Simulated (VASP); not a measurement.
# CuRu with PBE: from relaxation to properties, part 2 of 3

Wanted: the relaxed cell of CuRu and its properties. The cell is invented: it takes the structure of COD entry 9008813, CuPd (space group 221 there), with some of its atoms replaced by other elements, volume scaled by an estimate. It may not be a known or stable phase. Left out of this account: 1 further run (elastic: elastic constants of a metal on too coarse a mesh).

VASP 6.6.1; PBE; plane waves and PAW (Ru_pv, Cu); invented cell.

Still holding for the runs below: This run has no spin polarisation. Its electron count is odd, so without a moment it is a metal by construction.

So far. Step 2 (Full relaxation (PBE)): It ends with forces that vanish by symmetry and a pressure of -0.10 GPa. Step 3 (Second relaxation): It ends with forces that vanish by symmetry and a pressure of 0.08 GPa. The volume moved by only 0.07 %, so the volume is settled. The relaxed cell has a = 2.954 Å (conventional setting).

## (4) Single point with fields (PBE)

A single point on the relaxed cell gives a clean self-consistent state, with density, ELF and potential written out.

INCAR

```
SYSTEM = CuRu
PREC = Accurate
ENCUT = 400
EDIFF = 1E-06
NELM = 100
ISMEAR = 1
SIGMA = 0.2
LREAL = .FALSE.
ALGO = Normal
GGA = PE
LORBIT = 11
LWAVE = .FALSE.
LCHARG = .TRUE.
ISIF = 2
LELF = .TRUE.
LVHAR = .TRUE.
```

POSCAR

```
CuRu
1.0
    2.9541331336      0.0000000000      0.0000000000
    0.0000000000      2.9541331336      0.0000000000
    0.0000000000      0.0000000000      2.9541331336
Ru Cu
1 1
Direct
    0.5000000000      0.5000000000      0.5000000000
    0.0000000000      0.0000000000      0.0000000000
```

KPOINTS

```
Automatic mesh
0
Gamma
8 8 8
0 0 0
```

The projector-augmented-wave data sets are Ru_pv and Cu (PBE family, release 64).

Started as:

```
mpirun -np 1 vasp_std
```

Log:

```text
[... set-up lines as in an earlier step ...]
 entering main loop
       N       E                     dE             d eps       ncg     rms          rms(c)
DAV:   1     0.158181540943E+03    0.15818E+03   -0.12726E+04  1232   0.189E+03
DAV:   2    -0.992064510802E+01   -0.16810E+03   -0.16512E+03  1168   0.399E+02
DAV:   3    -0.141745540603E+02   -0.42539E+01   -0.42273E+01  1376   0.734E+01
DAV:   4    -0.142559287742E+02   -0.81375E-01   -0.81255E-01  1456   0.846E+00
DAV:   5    -0.142583360589E+02   -0.24073E-02   -0.24072E-02  1640   0.143E+00    0.157E+01
DAV:   6    -0.157205715922E+02   -0.14622E+01   -0.64752E+01  1200   0.221E+02    0.125E+01
DAV:   7    -0.120739901582E+02    0.36466E+01   -0.13116E+01  1424   0.899E+01    0.166E+00
DAV:   8    -0.120733311320E+02    0.65903E-03   -0.74366E-01  1664   0.223E+01    0.177E+00
DAV:   9    -0.120564619271E+02    0.16869E-01   -0.23161E-01  1464   0.169E+01    0.821E-01
DAV:  10    -0.120459281814E+02    0.10534E-01   -0.42783E-02  1344   0.722E+00    0.667E-02
DAV:  11    -0.120461995130E+02   -0.27133E-03   -0.19011E-03  1728   0.130E+00    0.130E-01
DAV:  12    -0.120459793529E+02    0.22016E-03   -0.12174E-03  1352   0.126E+00    0.304E-02
DAV:  13    -0.120459726976E+02    0.66553E-05   -0.56181E-05  1728   0.186E-01    0.102E-02
DAV:  14    -0.120459717875E+02    0.91005E-06   -0.18855E-06   936   0.447E-02
   1 F= -.12045972E+02 E0= -.12043602E+02  d E =-.711072E-02
```

Run time: 19 s. Hardware: 1 MPI rank of AMD EPYC 7R43, shared host; peak memory 0.1 GiB.

Parts of OUTCAR (step 4):

```text
  LATTYP: Found a simple cubic cell.
 ALAT       =     2.9541331336

The static configuration has the point symmetry O_h .

 Found     35 irreducible k-points:

   NELECT =      25.0000    total number of electrons

 E-fermi :  10.0486

 k-point     1 :       0.0000    0.0000    0.0000
  band No.  band energies     occupation
    ...
      7       6.7816      2.00000
      8       6.7816      2.00000
      9       6.7816      2.00000
     10       8.5646      2.00000
     11       8.5646      2.00000
     12      10.5780     -0.00117
     13      10.5780     -0.00117
     14      10.5780     -0.00117
     15      18.6528      0.00000
     16      18.6528      0.00000

 k-point     2 :       0.1250    0.0000    0.0000
  band No.  band energies     occupation
    ...
      7       6.7805      2.00000
      8       6.7805      2.00000
      9       6.8399      2.00000
     10       8.4231      2.00000
     11       8.6330      2.00000
     12      10.1871      0.08567
     13      10.1871      0.08567
     14      10.5094     -0.00532
     15      17.2318      0.00000
     16      19.3808      0.00000

  Total       -0.0230958     -0.0230958     -0.0230958     -0.0000000      0.0000000     -0.0000000
  in kB       -1.4353374     -1.4353374     -1.4353374     -0.0000000      0.0000000     -0.0000000
  external PRESSURE =      -1.4353374 kB  Pullay stress =       0.0000000 kB

  energy-cutoff  :      400.00
  volume of cell :       25.78
      direct lattice vectors                 reciprocal lattice vectors
     2.954133134  0.000000000  0.000000000     0.338508779  0.000000000  0.000000000
     0.000000000  2.954133134  0.000000000     0.000000000  0.338508779  0.000000000
     0.000000000  0.000000000  2.954133134     0.000000000  0.000000000  0.338508779

 POSITION                                       TOTAL-FORCE (eV/Angst)
 -----------------------------------------------------------------------------------
      1.47707      1.47707      1.47707         0.000000      0.000000      0.000000
      0.00000      0.00000      0.00000         0.000000      0.000000      0.000000
 -----------------------------------------------------------------------------------
    total drift:                               -0.000000      0.000000      0.000000

  FREE ENERGIE OF THE ION-ELECTRON SYSTEM (eV)
  ---------------------------------------------------
  free  energy   TOTEN  =       -12.0459717875 eV

  energy  without entropy=      -12.0388610671  energy(sigma->0) =      -12.04360155

[... 7 parts as in an earlier step ...]

[... 5 further parts left out ...]
```

Numbers from this step:

```
SCF cycles : 14
pressure   : -0.1435 GPa
```

Valence electrons inside each PAW sphere by angular momentum. Sphere charges, by row:

| atom | s (e) | p (e) | d (e) | tot (e) |
| --- | --- | --- | --- | --- |
| Ru1 | 0.34 | 6.232 | 5.955 | 12.53 |
| Cu2 | 0.51 | 0.478 | 9.099 | 10.09 |

Electrostatic potential energy in the ac plane at fractional y = 0.000, with atoms of Cu within 0.2 Å of it. With pseudopotentials it is smooth inside the atoms' cores, unlike the true potential.

Ten even steps from '_' (-50 eV) to '@' (2 eV):
```
____..--**%%@@@@@@@@%%**--..__
__..::==##@@@@@@@@@@@@##==::..
----==**%%@@@@@@@@@@@@%%**==--
++**##%%@@@@@@@@@@@@@@@@%%##**
%%%%@@@@@@@@@@@@@@@@@@@@@@@@%%
@@@@@@@@@@@@@@@@@@@@@@@@@@@@@@
@@@@@@@@@@@@@@@@@@@@@@@@@@@@@@
@@@@@@@@@@@@@@@@@@@@@@@@@@@@@@
@@@@@@@@@@@@@@@@@@@@@@@@@@@@@@
%%%%@@@@@@@@@@@@@@@@@@@@@@@@%%
++**##%%@@@@@@@@@@@@@@@@%%##**
----==**%%@@@@@@@@@@@@%%**==--
__..::==##@@@@@@@@@@@@##==::..
____..--**%%@@@@@@@@%%**--..__
______--++%%@@@@@@@@%%++--____
```
Columns run along a (3.0 Å; values clipped at the 3rd and 97th percentile), rows up along c (3.0 Å). Atoms in or near the plane, at fractional coordinates: Cu at (0.00, 0.00).

ELF in the ac plane at fractional y = 0.000, with atoms of Cu within 0.2 Å of it. It is the smooth field of the valence electrons, not physical close to the nuclei.

Values, 15 rows by 15 columns:
```
0.00 0.00 0.02 0.11 0.21 0.19 0.20 0.24 0.24 0.20 0.19 0.21 0.11 0.02 0.00
0.01 0.02 0.06 0.16 0.21 0.19 0.23 0.26 0.26 0.23 0.19 0.21 0.16 0.06 0.02
0.10 0.11 0.16 0.21 0.21 0.22 0.27 0.28 0.28 0.27 0.22 0.21 0.21 0.16 0.11
0.21 0.21 0.21 0.21 0.22 0.27 0.30 0.30 0.30 0.30 0.27 0.22 0.21 0.21 0.21
0.19 0.19 0.19 0.22 0.27 0.31 0.31 0.31 0.31 0.31 0.31 0.27 0.22 0.19 0.19
0.19 0.20 0.23 0.27 0.30 0.31 0.31 0.31 0.31 0.31 0.31 0.30 0.27 0.23 0.20
0.23 0.24 0.26 0.28 0.30 0.31 0.31 0.32 0.32 0.31 0.31 0.30 0.28 0.26 0.24
0.23 0.24 0.26 0.28 0.30 0.31 0.31 0.32 0.32 0.31 0.31 0.30 0.28 0.26 0.24
0.19 0.20 0.23 0.27 0.30 0.31 0.31 0.31 0.31 0.31 0.31 0.30 0.27 0.23 0.20
0.19 0.19 0.19 0.22 0.27 0.31 0.31 0.31 0.31 0.31 0.31 0.27 0.22 0.19 0.19
0.21 0.21 0.21 0.21 0.22 0.27 0.30 0.30 0.30 0.30 0.27 0.22 0.21 0.21 0.21
0.10 0.11 0.16 0.21 0.21 0.22 0.27 0.28 0.28 0.27 0.22 0.21 0.21 0.16 0.11
0.01 0.02 0.06 0.16 0.21 0.19 0.23 0.26 0.26 0.23 0.19 0.21 0.16 0.06 0.02
0.00 0.00 0.02 0.11 0.21 0.19 0.20 0.24 0.24 0.20 0.19 0.21 0.11 0.02 0.00
0.04 0.00 0.01 0.10 0.21 0.19 0.19 0.23 0.23 0.19 0.19 0.21 0.10 0.01 0.00
```
Columns run along a (3.0 Å), rows up along c (3.0 Å). Atoms in or near the plane, at fractional coordinates: Cu at (0.00, 0.00).

Valence density in the ac plane at fractional y = 0.000, with atoms of Cu within 0.2 Å of it. It is the smooth field of the valence electrons, not physical close to the nuclei.

Values in e/Å³, 15 rows by 15 columns:
```
15 12  7  3  1  0  0  0  0  0  0  1  3  7 12
 9  7  4  1  1  0  0  0  0  0  0  1  1  4  7
 3  3  1  1  0  0  0  0  0  0  0  0  1  1  3
 1  1  1  0  0  0  0  0  0  0  0  0  0  1  1
 0  0  0  0  0  0  0  0  0  0  0  0  0  0  0
 0  0  0  0  0  0  0  0  0  0  0  0  0  0  0
 0  0  0  0  0  0  0  0  0  0  0  0  0  0  0
 0  0  0  0  0  0  0  0  0  0  0  0  0  0  0
 0  0  0  0  0  0  0  0  0  0  0  0  0  0  0
 0  0  0  0  0  0  0  0  0  0  0  0  0  0  0
 1  1  1  0  0  0  0  0  0  0  0  0  0  1  1
 3  3  1  1  0  0  0  0  0  0  0  0  1  1  3
 9  7  4  1  1  0  0  0  0  0  0  1  1  4  7
15 12  7  3  1  0  0  0  0  0  0  1  3  7 12
17 15  9  3  1  0  0  0  0  0  0  1  3  9 15
```
Columns run along a (3.0 Å), rows up along c (3.0 Å). Atoms in or near the plane, at fractional coordinates: Cu at (0.00, 0.00).

In this run the pressure is -0.14 GPa, small enough to go on.

## (5) Bands along the symmetry lines (PBE)

Levels along the symmetry lines show where the bands peak and cross; KPOINTS_OPT computes them in the converged potential.

Changes to INCAR since step 4:

```diff
@@ -12,5 +12,2 @@
 LWAVE = .FALSE.
-LCHARG = .TRUE.
-ISIF = 2
-LELF = .TRUE.
-LVHAR = .TRUE.
+LCHARG = .FALSE.
```

POSCAR is that of step 4.

KPOINTS is that of step 4.

KPOINTS_OPT

```
Line mode
16
Line-mode
Reciprocal
  0.00000000   0.00000000   0.00000000 GAMMA
  0.00000000   0.50000000   0.00000000 X

  0.00000000   0.50000000   0.00000000 X
  0.50000000   0.50000000   0.00000000 M

  0.50000000   0.50000000   0.00000000 M
  0.00000000   0.00000000   0.00000000 GAMMA

  0.00000000   0.00000000   0.00000000 GAMMA
  0.50000000   0.50000000   0.50000000 R

  0.50000000   0.50000000   0.50000000 R
  0.00000000   0.50000000   0.00000000 X

  0.50000000   0.50000000   0.00000000 M
  0.50000000   0.50000000   0.50000000 R
```

Started as:

```
mpirun -np 1 vasp_std
```

Log:

```text
[... set-up lines as in an earlier step ...]
 entering main loop
       N       E                     dE             d eps       ncg     rms          rms(c)
[... 14 cycles as in an earlier step ...]
   1 F= -.12045972E+02 E0= -.12043602E+02  d E =-.711072E-02
 Start KPOINTS_OPT (optional k-point list driver)
k-point batch [1-35\96]
       N       E                     dE             ncg
DAV:   1     0.306710220515E+04   -0.18636E+05     1288
DAV:   2    -0.221521337898E+04   -0.52823E+04     1168
DAV:   3    -0.232622569658E+04   -0.11101E+03     1360
DAV:   4    -0.232875661944E+04   -0.25309E+01     1584
DAV:   5    -0.232884424857E+04   -0.87629E-01     1448
DAV:   6    -0.232884713625E+04   -0.28877E-02     1640
DAV:   7    -0.232884716485E+04   -0.28607E-04     1296
DAV:   8    -0.232884716507E+04   -0.21628E-06     1152
[...]
k-point batch [71-96\96]
       N       E                     dE             ncg
DAV:   1     0.123276513270E+05   -0.23564E+05      952
DAV:   2     0.838763352592E+04   -0.39400E+04      880
DAV:   3     0.829719715132E+04   -0.90436E+02     1080
DAV:   4     0.829542158330E+04   -0.17756E+01     1040
DAV:   5     0.829535689916E+04   -0.64684E-01     1256
DAV:   6     0.829535624002E+04   -0.65914E-03     1072
DAV:   7     0.829535620309E+04   -0.36930E-04     1112
DAV:   8     0.829535620293E+04   -0.16652E-06      744
```

Elapsed: 25 s, on 1 MPI rank; peak memory 0.1 GiB.

OUTCAR, selected parts (step 5):

```text
   NELECT =      25.0000    total number of electrons

 E-fermi :  10.0486

[... 20 parts as in an earlier step ...]

[... 2 further parts left out ...]
```

Spin-orbit coupling is off here; it would split degenerate levels.

Electronic bands along the path, in eV, zero at the Fermi level; # counts the bands kept:

```csv
point,#6,#7,#8,#9,#10,#11
Γ,-3.27,-1.48,-1.48,0.53,0.53,0.53
0.53 of the way,-3.03,-2.10,-1.27,-0.78,-0.78,0.26
X,-3.15,-2.81,-1.69,-1.69,-1.55,0.00
0.53 of the way,-2.45,-2.19,-1.74,-0.42,-0.02,0.19
M,-2.14,-1.10,0.29,0.29,0.43,0.43
0.53 of the way,-3.00,-1.72,-1.38,-1.30,-0.85,0.38
Γ,-3.27,-1.48,-1.48,0.53,0.53,0.53
0.47 of the way,-3.66,-1.41,-1.41,-0.66,-0.66,-0.37
R,-3.71,-2.37,-2.37,1.16,1.16,5.54
0.47 of the way,-3.07,-2.14,-1.88,-0.85,0.26,2.93
X,-3.15,-2.81,-1.69,-1.69,-1.55,0.00
jump to M,-2.14,-1.10,0.29,0.29,0.43,0.43
0.47 of the way,-2.39,-2.39,-2.16,-0.43,1.11,4.05
R,-3.71,-2.37,-2.37,1.16,1.16,5.54
```

Of the projections kept (Ru, Cu), the largest for each band there; the rest of the weight can lie on other orbitals:

```
point       #6       #7       #8       #9      #10      #11
    Γ  Cu 0.86  Cu 0.54  Cu 0.54  Ru 0.84  Ru 0.84  Ru 0.84
    X  Cu 0.99  Cu 1.00  Ru 0.94  Ru 0.94  Cu 0.94  Ru 1.00
    M  Cu 0.84  Ru 0.58  Ru 0.67  Ru 0.67  Cu 0.57  Cu 0.57
    Γ  Cu 0.86  Cu 0.54  Cu 0.54  Ru 0.84  Ru 0.84  Ru 0.84
    R  Cu 0.96  Cu 1.00  Cu 1.00  Ru 1.00  Ru 1.00  Cu 1.00
    X  Cu 0.99  Cu 1.00  Ru 0.94  Ru 0.94  Cu 0.94  Ru 1.00
```

There is no gap at this level.

## (6) Density of states (PBE)

Here the states are counted by energy and projected on the atoms. The mesh is finer than in the run before.

Changes to INCAR since step 5:

```diff
@@ -5,3 +5,3 @@
 NELM = 100
-ISMEAR = 1
+ISMEAR = -5
 SIGMA = 0.2
@@ -13 +13,2 @@
 LCHARG = .FALSE.
+NEDOS = 2001
```

POSCAR is that of step 5.

KPOINTS

```
Automatic mesh
0
Gamma
11 11 11
0 0 0
```

Started as:

```
mpirun -np 1 vasp_std
```

Log:

```text
[... set-up lines as in an earlier step ...]
 entering main loop
       N       E                     dE             d eps       ncg     rms          rms(c)
DAV:   1     0.150002216785E+03    0.15000E+03   -0.12716E+04  2048   0.188E+03
DAV:   2    -0.105792360318E+02   -0.16058E+03   -0.15806E+03  1920   0.385E+02
DAV:   3    -0.141977100333E+02   -0.36185E+01   -0.35888E+01  2152   0.678E+01
DAV:   4    -0.142683372564E+02   -0.70627E-01   -0.70637E-01  2288   0.788E+00
DAV:   5    -0.142712121065E+02   -0.28749E-02   -0.28762E-02  2632   0.162E+00    0.157E+01
DAV:   6    -0.156860803903E+02   -0.14149E+01   -0.64568E+01  1904   0.222E+02    0.124E+01
DAV:   7    -0.120834821514E+02    0.36026E+01   -0.12877E+01  2256   0.898E+01    0.162E+00
DAV:   8    -0.120804706431E+02    0.30115E-02   -0.70558E-01  2632   0.222E+01    0.170E+00
DAV:   9    -0.120700746987E+02    0.10396E-01   -0.28672E-01  2280   0.190E+01    0.998E-01
DAV:  10    -0.120544472008E+02    0.15627E-01   -0.71325E-02  2056   0.960E+00    0.946E-02
DAV:  11    -0.120549611142E+02   -0.51391E-03   -0.42165E-03  2384   0.215E+00    0.177E-01
DAV:  12    -0.120545049652E+02    0.45615E-03   -0.12823E-03  2312   0.127E+00    0.241E-02
DAV:  13    -0.120545010795E+02    0.38857E-05   -0.62815E-05  2632   0.810E-02    0.167E-02
DAV:  14    -0.120544923736E+02    0.87059E-05   -0.21953E-05  2312   0.165E-01    0.526E-03
DAV:  15    -0.120544928859E+02   -0.51227E-06   -0.13677E-06  1280   0.402E-02
   1 F= -.12054493E+02 E0= -.12054493E+02  d E =0.000000E+00
 -----------------------------------------------------------------------------
|                                                                             |
|           W    W    AA    RRRRR   N    N  II  N    N   GGGG   !!!           |
|           W    W   A  A   R    R  NN   N  II  NN   N  G    G  !!!           |
|           W    W  A    A  R    R  N N  N  II  N N  N  G       !!!           |
|           W WW W  AAAAAA  RRRRR   N  N N  II  N  N N  G  GGG   !            |
|           WW  WW  A    A  R   R   N   NN  II  N   NN  G    G                |
|           W    W  A    A  R    R  N    N  II  N    N   GGGG   !!!           |
|                                                                             |
|     Tetrahedron method does not include variations of the Fermi             |
|     occupations, so forces and stress will be inaccurate. We suggest        |
|     using a different smearing scheme ISMEAR = 1 or 2 for metals in         |
|     relaxations.                                                            |
|                                                                             |
 -----------------------------------------------------------------------------
```

The job ended after 21 s (1 MPI rank; peak memory 0.1 GiB).

Parts of OUTCAR (step 6):

```text
   k-points           NKPTS =     56   k-points in BZ     NKDIM =     56   number of bands    NBANDS=     16

   NELECT =      25.0000    total number of electrons

 E-fermi :   9.9938

 k-point     1 :       0.0000    0.0000    0.0000
  band No.  band energies     occupation
    ...
      7       6.7721      2.00000
      8       6.7721      2.00000
      9       6.7721      2.00000
     10       8.5531      2.00000
     11       8.5531      2.00000
     12      10.5614     -0.11517
     13      10.5614      0.00000
     14      10.5614      0.00000
     15      18.6518      0.00000
     16      18.6518      0.00000

  Total       -0.0398280     -0.0398280     -0.0398280      0.0000000      0.0000000      0.0000000
  in kB       -2.4751896     -2.4751896     -2.4751896      0.0000000      0.0000000      0.0000000
  external PRESSURE =      -2.4751896 kB  Pullay stress =       0.0000000 kB

  FREE ENERGIE OF THE ION-ELECTRON SYSTEM (eV)
  ---------------------------------------------------
  free  energy   TOTEN  =       -12.0544928859 eV

  energy  without entropy=      -12.0544928859  energy(sigma->0) =      -12.05449289

[... 7 parts as in an earlier step ...]

[... 10 further parts left out ...]
```

With tetrahedra the forces and stress of a metal are not exact derivatives of the energy.

This step gave:

- SCF cycles: 15
- irreducible k-points: 56
- Fermi energy: 9.994 eV
- pressure: -0.2475 GPa
- DOS at the Fermi level: 2.113 states/eV/cell

The density of states has structure finer than the step of the table below, so its rows give means over 0.5 eV, whole bins alone (the curve runs from -12.0 to 6.49 eV). Peaks (eV: height): total -4.53: 5.10, -3.79: 6.55, -3.29: 9.75, -1.72: 5.45, -1.36: 7.81, -1.01: 3.69, 0.18: 6.61; Cu d -3.79: 4.30, -3.23: 7.38, -2.96: 3.98, -1.72: 2.55, -1.36: 3.03; Ru d -4.53: 1.26, -4.15: 1.82, -1.36: 3.89, -0.95: 2.31, 0.18: 4.96, 0.53: 2.53.

States under -12.0 eV and over 6.5 eV are left out. Table of density of states by energy, zero at the Fermi level; means over each step; values in states/eV/cell:

| energy (eV) | total | Cu d | Ru d |
| --- | --- | --- | --- |
| -9.0 | 0 | 0 | 0 |
| -8.5 | 0.00924 | 0 | 0 |
| -8.0 | 0.0879 | 6.8e-5 | 2.1e-4 |
| -7.5 | 0.147 | 7.0e-4 | 0.00152 |
| -7.0 | 0.208 | 0.00248 | 0.00493 |
| -6.5 | 0.286 | 0.00804 | 0.0144 |
| -6.0 | 0.506 | 0.0391 | 0.0706 |
| -5.5 | 1.47 | 0.219 | 0.407 |
| -5.0 | 2.06 | 0.606 | 0.656 |
| -4.5 | 3.32 | 1.55 | 0.862 |
| -4.0 | 5.20 | 3.08 | 1.36 |
| -3.5 | 5.55 | 4.04 | 0.831 |
| -3.0 | 4.22 | 3.02 | 0.507 |
| -2.5 | 1.30 | 0.819 | 0.240 |
| -2.0 | 3.41 | 1.96 | 1.06 |
| -1.5 | 4.57 | 1.82 | 2.16 |
| -1.0 | 3.09 | 0.681 | 1.91 |
| -0.5 | 2.02 | 0.338 | 1.36 |
| 0.0 | 2.93 | 0.497 | 2.10 |
| 0.5 | 2.37 | 0.402 | 1.72 |
| 1.0 | 0.664 | 0.0828 | 0.448 |
| 1.5 | 0.268 | 0.0451 | 0.114 |
| 2.0 | 0.274 | 0.0367 | 0.115 |
| 2.5 | 0.657 | 0.0384 | 0.337 |
| 3.0 | 0.671 | 0.0412 | 0.311 |
| 3.5 | 0.598 | 0.0404 | 0.244 |
| 4.0 | 0.525 | 0.0381 | 0.187 |
| 4.5 | 0.476 | 0.0348 | 0.155 |
| 5.0 | 0.434 | 0.0313 | 0.125 |
| 5.5 | 0.393 | 0.0264 | 0.0977 |
| 6.0 | 0.308 | 0.0181 | 0.0702 |

The finer mesh and the other smearing move the Fermi level by -0.05 eV from the 8×8×8 run, one measure of the sampling error in the zero of the bands above. Of the states within 0.3 eV of the Fermi level, the largest shares in the PAW spheres are Ru d 72 % and Cu d 17 %. The rest lies in smaller channels or between the spheres.

(Part 2 of 3 ends here.)

[Lines on the potential files, build, host, timing and source positions are cut from VASP's logs without a mark.]

[Logs are printed without paths, hosts, clocks, repeated set-up lines and the standing remarks that a program may print on its own settings, such as how far it seeks lower states.]

[Hosts, paths, dates, database ids (printed as entryN), source tags and the programs' standing remarks are cut or masked in the printed files.]

[A measured line is paired with the nearest computed mode of its activity, which favours agreement.]
